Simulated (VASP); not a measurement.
Input:

```
Ru
1.0
    1.35500    -2.34693     0.00000
    1.35500     2.34693     0.00000
    0.00000     0.00000     4.28000
Ru
2
Cartesian
  1.35500   0.78231   1.07000
  1.35500  -0.78231   3.21000
```

These are PBE GGA, VASP's PBE PAW potentials (set 64) (plane waves; VASP) values and carry that method's errors. Numerical set-up: 480 eV cut-off, 14×14×8 Γ-centred mesh, first-order Methfessel-Paxton smearing of 0.10 eV, potentials Ru_pv.

Q: The ions, cell shape and volume are relaxed. Predict the relaxed structure.

A: 
```
Ru
1.0
    1.36107    -2.35745     0.00000
    1.36107     2.35745     0.00000
    0.00000     0.00000     4.28968
Ru
2
Direct
  0.33333   0.66667   0.25000
  0.66667   0.33333   0.75000
```
Space group P6_3/mmc (194), at a tolerance of 0.03 Å.

Q: How do energy and volume change from the first to the last step?

A: The energy (σ→0) changes by -1.8 meV/atom and the volume by +1.1 %, in 6 ionic steps.

The compound is Ru in the hcp structure. This run relaxes it. Symmetry was kept, so distortions that lower it aren't found.
